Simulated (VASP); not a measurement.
Data:

```xyz
4
Lattice="1.2231 -2.1184 0.0000 1.2231 2.1184 0.0000 0.0000 0.0000 6.5062" Properties=species:S:1:pos:R:3 pbc="T T T"
B      1.2231     0.7061     1.6265
B      1.2231    -0.7061     4.8796
N      1.2231    -0.7061     1.6265
N      1.2231     0.7061     4.8796
```

These are PBE GGA, VASP's PBE PAW potentials (set 64) (plane waves; VASP) values and carry that method's errors. Settings: 400 eV cut-off, 10×10×4 Γ-centred mesh, Fermi-Dirac smearing of 0.050 eV, potentials B N.

At this cut-off the stress carries a Pulay error, which pulls relaxed volumes low.

### Question
Give the stress tensor in GPa (positive for a compressed cell).

### Answer

```
28.50   0.00   0.00
 0.00  28.50   0.00
 0.00   0.00  -1.11
```
The pressure is its mean diagonal, 18.63 GPa.

The structure is a typed BN crystal (P6_3/mmc). The cell was not relaxed at this level.
